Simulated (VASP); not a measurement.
Energy against volume of Se (trig). Level of theory: vdW-DF2, VASP's PBE PAW potentials (set 64) (plane waves; VASP). Run with 520 eV cut-off, 6×6×4 Γ-centred mesh, Gaussian smearing of 0.050 eV, potentials Se.

Shape and ions are relaxed at each volume.

```
V (Å³/atom)  E (eV/atom)
-----------  -----------
28.900          -1.64170
29.823          -1.64638
30.745          -1.64797
31.667          -1.64713
```

Task: Fit these four points and predict the energy of the run at 32.590 Å³/atom.

Result: A cubic in V^(−2/3), the third-order Birch-Murnaghan form, passes through the four points with V0 = 30.85 Å³/atom and B0 = 14 GPa, and gives -1.6444 eV/atom there. The run gave -1.6444 eV/atom, -0.0 meV/atom from the fit; all five points give B0 = 14 GPa.

The compound is Se in the trig structure. It was relaxed first, which changed the volume by +13 %.
